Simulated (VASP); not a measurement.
Input:

```xyz
2
Lattice="0.0000 2.5762 2.5762 2.5762 0.0000 2.5762 2.5762 2.5762 0.0000" Properties=species:S:1:pos:R:3 pbc="T T T"
Ta     0.0000     0.0000     0.0000
Si     2.5762     2.5762     2.5762
```

Level of theory: PBE GGA, VASP's PBE PAW potentials (set 64) (plane waves; VASP). Numerical set-up: 400 eV cut-off, Gaussian smearing of 0.050 eV, potentials Ta_pv Si.

Unless said otherwise, spin-orbit coupling is left out, though it shifts the bands of the heavy elements here.

### Question
Estimate the band gap (along the path) with the smallest direct gap where there is one.

### Answer

```
Property                                                      Value
-------------------------  ----------------------------------------
band gap (along the path)  none (metal, semimetal or under 0.01 eV)
```

Only differences to runs with the same potentials and settings are physical.

The structure was generated: TaSi was put into the rock salt type (Fm-3m), which need not be its known phase. It was relaxed first, which changed the volume by -39 %. The electron count is odd and the run is not spin-polarised, which forces a metal.
